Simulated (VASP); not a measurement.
Given:

```xyz
2
Lattice="0.0000 2.5458 2.5458 2.5458 0.0000 2.5458 2.5458 2.5458 0.0000" Properties=species:S:1:pos:R:3 pbc="T T T"
Li     0.0000     0.0000     0.0000
Cl     2.5458     2.5458     2.5458
```

These are r2SCAN meta-GGA, VASP's PBE PAW potentials (set 64) (plane waves; VASP) values and carry that method's errors. Run with 520 eV cut-off, 10×10×10 Γ-centred mesh, tetrahedra with Blöchl corrections, potentials Li_sv Cl.

Task: Give the energies of bands 3 to 7 at the high-symmetry points, in eV from the valence-band maximum.

Result: 
```json
[
 {"band": "3", "Γ": "0.00", "X": "-3.04", "U": "-2.61", "L": "-2.94", "W": "-2.23"},
 {"band": "4", "Γ": "0.00", "X": "-1.17", "U": "-1.86", "L": "-0.28", "W": "-2.23"},
 {"band": "5", "Γ": "0.00", "X": "-1.17", "U": "-0.88", "L": "-0.28", "W": "-1.11"},
 {"band": "6", "Γ": "7.44", "X": "8.82", "U": "8.91", "L": "7.56", "W": "10.57"},
 {"band": "7", "Γ": "12.68", "X": "8.89", "U": "10.85", "L": "10.32", "W": "11.14"}
]
```

The gap is direct, 7.44 eV, from the valence maximum at Γ to the conduction minimum at Γ.

Measured: gap 9.40 eV (computed value off by -1.96 eV), as given by Wei Chen et al., Physical Review Materials (2018), doi:10.1103/physrevmaterials.2.073803.

The compound is LiCl in the rock salt structure. It was relaxed first.
